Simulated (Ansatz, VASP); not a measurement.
# B6H10N (B6H10N (Fm-3)): VASP beside Ansatz, part 2 of 2

One calculation is typed for both programs; each brings its own data sets. How far apart do they land? Of the first pair: The structure shown is the start of the Ansatz relaxation below; VASP solves that cell, so the two are compared at the walk's first step.

VASP 6.6.1 and Ansatz 0.2.0.

So far. Step 3 (VASP: single point, PBEsol, start cell, pair 1): The run ends at a pressure of 0.75 GPa, with forces up to 0.53 eV/Å.

## Step 4: Comparison

Known differences besides the potentials themselves: the cutoff is 420 eV in Ansatz and 520 eV in VASP (PREC = Accurate, projectors in real space); Ansatz makes its cores anew for this functional, VASP keeps those of its PBE data sets. Total energies have different zeros and are not compared.

Forces on 10 of the 34 atoms, those with the largest forces and the largest differences (eV/Å; atoms numbered as in POSCAR):

```
atom          Ansatz x, y, z            VASP x, y, z
  B1    0.000, 0.147, -0.257    0.000, 0.140, -0.243
  B2   0.000, -0.147, -0.257   0.000, -0.140, -0.243
  B3    0.000, -0.147, 0.257    0.000, -0.140, 0.243
 H13    0.304, -0.304, 0.304    0.306, -0.306, 0.306
 H14    0.304, 0.304, -0.304    0.306, 0.306, -0.306
 H15    -0.304, 0.304, 0.304    -0.306, 0.306, 0.306
 H16  -0.304, -0.304, -0.304  -0.306, -0.306, -0.306
 H18   -0.304, -0.304, 0.304   -0.306, -0.306, 0.306
 H19   0.304, -0.304, -0.304   0.306, -0.306, -0.306
 H20     0.304, 0.304, 0.304     0.306, 0.306, 0.306
```

The forces differ by 6.6 meV/Å r.m.s., which is 3.3 % of the r.m.s. force of 0.198 eV/Å (both taken over all components).

## Step 5: Ansatz: relaxation, PBEsol

This run makes the geometry at which the two programs are then compared. The cell compared in this pair holds 311.65 Å³, against 319.06 Å³ for the pair before.

The structure compared here is the end of the Ansatz relaxation.

This is the run of step 2 again, met here at its other cell.

## Step 6: VASP: single point, PBEsol, relaxed cell, pair 2

The same cell, functional, mesh and smearing now go to VASP, with its own data sets.

The input, INCAR:

```
SYSTEM = B6H10N
PREC = Accurate
ENCUT = 600
EDIFF = 1E-06
NELM = 120
ISMEAR = -1
SIGMA = 0.01
LREAL = Auto
ALGO = Normal
GGA = PS
NBANDS = 56
LORBIT = 11
LWAVE = .FALSE.
LCHARG = .FALSE.
ISIF = 2
LASPH = .TRUE.
GGA_COMPAT = .FALSE.
EFERMI = MIDGAP
KPAR = 4
```

The input, POSCAR:

```
B6H10N
1.0
    0.0000000000      5.3812232753      5.3812232753
    5.3812232753      0.0000000000      5.3812232753
    5.3812232753      5.3812232753      0.0000000000
B H N
12 20 2
Direct
    0.5514233055      0.7155673559      0.2844326441
    0.7155673559      0.5514233055      0.4485766945
    0.4485766945      0.2844326441      0.7155673559
    0.2844326441      0.5514233055      0.7155673559
    0.2844326441      0.7155673559      0.4485766945
    0.4485766945      0.7155673559      0.5514233055
    0.7155673559      0.2844326441      0.5514233055
    0.5514233055      0.4485766945      0.7155673559
    0.7155673559      0.4485766945      0.2844326441
    0.5514233055      0.2844326441      0.4485766945
    0.4485766945      0.5514233055      0.2844326441
    0.2844326441      0.4485766945      0.5514233055
    0.6942781178      0.9171656466      0.6942781178
    0.6942781178      0.6942781178      0.9171656466
    0.9171656466      0.6942781178      0.6942781178
    0.6942781178      0.6942781178      0.6942781178
    0.3057218822      0.0828343534      0.3057218822
    0.3057218822      0.3057218822      0.0828343534
    0.0828343534      0.3057218822      0.3057218822
    0.3057218822      0.3057218822      0.3057218822
    0.5891373978      0.8697119053      0.1302880947
    0.8697119053      0.5891373978      0.4108626022
    0.4108626022      0.1302880947      0.8697119053
    0.1302880947      0.5891373978      0.8697119053
    0.1302880947      0.8697119053      0.4108626022
    0.4108626022      0.8697119053      0.5891373978
    0.1302880947      0.4108626022      0.5891373978
    0.4108626022      0.5891373978      0.1302880947
    0.5891373978      0.1302880947      0.4108626022
    0.8697119053      0.4108626022      0.1302880947
    0.5891373978      0.4108626022      0.8697119053
    0.8697119053      0.1302880947      0.5891373978
    0.7500000000      0.7500000000      0.7500000000
    0.2500000000      0.2500000000      0.2500000000
```

The input, KPOINTS:

```
Automatic mesh
0
Gamma
5 5 5
0 0 0
```

The projector-augmented-wave data sets are B, H and N (PBE family, release 64).

Command:

```console
$ mpirun -np 4 vasp_std
```

Numbers of over 12 decimals in the logs are rounded to 6 here.

What it wrote:

```text
[banner, memory and clock lines left out]
running    4 mpi-ranks, on    1 nodes
[...]
[... a notice as in an earlier step ...]

 LDA part: xc-table for (Slater+PW92), standard interpolation
 POSCAR, INCAR and KPOINTS ok, starting setup
[...]
entering main loop
       N       E                     dE             d eps       ncg     rms          rms(c)
DAV:   1     0.234666644767E+03    0.23467E+03   -0.29802E+04  1232   0.111E+03
DAV:   2    -0.166456865702E+03   -0.40112E+03   -0.38521E+03  1608   0.222E+02
DAV:   3    -0.193310560418E+03   -0.26854E+02   -0.26708E+02  1592   0.582E+01
DAV:   4    -0.193795026387E+03   -0.48447E+00   -0.48374E+00  1624   0.869E+00
[...]
DAV:  14    -0.176558950122E+03   -0.21796E-05   -0.48492E-05  1472   0.325E-02    0.110E-02
DAV:  15    -0.176558945421E+03    0.47012E-05   -0.10064E-05  1496   0.154E-02    0.217E-03
DAV:  16    -0.176558945504E+03   -0.83068E-07   -0.21985E-06  1272   0.651E-03
   1 F= -.17655895E+03 E0= -.17655895E+03  d E =0.000000E+00
```

OUTCAR, selected parts (step 6):

```text
  Total        0.0679062      0.0679062      0.0679062     -0.0000000     -0.0000000     -0.0000000
  in kB        0.3490978      0.3490978      0.3490978     -0.0000000     -0.0000000     -0.0000000
  external PRESSURE =       0.3490978 kB  Pullay stress =       0.0000000 kB

 POSITION                                       TOTAL-FORCE (eV/Angst)
 -----------------------------------------------------------------------------------
      5.38122      4.49793      6.81796        -0.000000     -0.015593      0.022511
      5.38122      6.26452      6.81796        -0.000000      0.015593      0.022511
      5.38122      6.26452      3.94449        -0.000000      0.015593     -0.022511
      6.81796      5.38122      4.49793         0.022511     -0.000000     -0.015593
      6.26452      3.94449      5.38122         0.015593     -0.022511      0.000000
      6.81796      5.38122      6.26452         0.022511     -0.000000      0.015593
      4.49793      6.81796      5.38122        -0.015593      0.022511      0.000000
      6.26452      6.81796      5.38122         0.015593      0.022511      0.000000
      3.94449      5.38122      6.26452        -0.022511     -0.000000      0.015593
      3.94449      5.38122      4.49793        -0.022511     -0.000000     -0.015593
      4.49793      3.94449      5.38122        -0.015593     -0.022511      0.000000
      5.38122      4.49793      3.94449        -0.000000     -0.015593     -0.022511
      8.67154      7.47213      8.67154         0.004723     -0.004723      0.004723
      8.67154      8.67154      7.47213         0.004723      0.004723     -0.004723
[...]
-----------------------------------------------------------------------------------
    total drift:                               -0.000000     -0.000000     -0.000000

  FREE ENERGIE OF THE ION-ELECTRON SYSTEM (eV)
  ---------------------------------------------------
  free  energy   TOTEN  =      -176.5589455038 eV

  energy  without entropy=     -176.5589455038  energy(sigma->0) =     -176.55894550

[... 1 part as in an earlier step ...]

[... 2 further parts left out ...]
[key lines of the parts left out:]
E-fermi :   0.3394
```

The run ends at a pressure of 0.03 GPa, with forces up to 0.027 eV/Å.

## Step 7: Differences

What differs besides the data sets and the points named for the pairs above, as far as they apply: the cutoff is 420 eV in Ansatz and 600 eV in VASP (PREC = Accurate, projectors in real space); Ansatz's pressure holds a Pulay correction, VASP's none. Total energies have different zeros and are not compared.

Compared:

```
              quantity  Ansatz   VASP  difference
        pressure (GPa)    0.01   0.03       -0.02
gap on the k mesh (eV)   5.735  5.733      +0.002
```

The largest component of a force difference here is 21 meV/Å. A gap on the mesh is an upper bound, since the band edges may lie between its points.

## Step 8: What came out

* r.m.s. force difference (single point, PBEsol, start cell, pair 1): 6.6 meV/Å
* difference in gap on the k mesh (single point, PBEsol, relaxed cell, pair 2): 0.0018 eV
* r.m.s. force difference (single point, PBEsol, relaxed cell, pair 2): 9.1 meV/Å

The r.m.s. force difference is 9.1 meV/Å (single point, PBEsol, relaxed cell, pair 2), within the 12 meV/Å picked in this series as the mark of a large difference. Such differences can come from data sets, numerical settings and the points named under the comparisons, not from the functional's error against experiment.

[Lines on the potential files, build, host, timing and source positions are cut from VASP's logs without a mark.]

[Logs are printed without paths, hosts, clocks, repeated set-up lines and the standing remarks that a program may print on its own settings, such as how far it seeks lower states.]

[Hosts, paths, dates, database ids (printed as entryN), source tags and the programs' standing remarks are cut or masked in the printed files.]
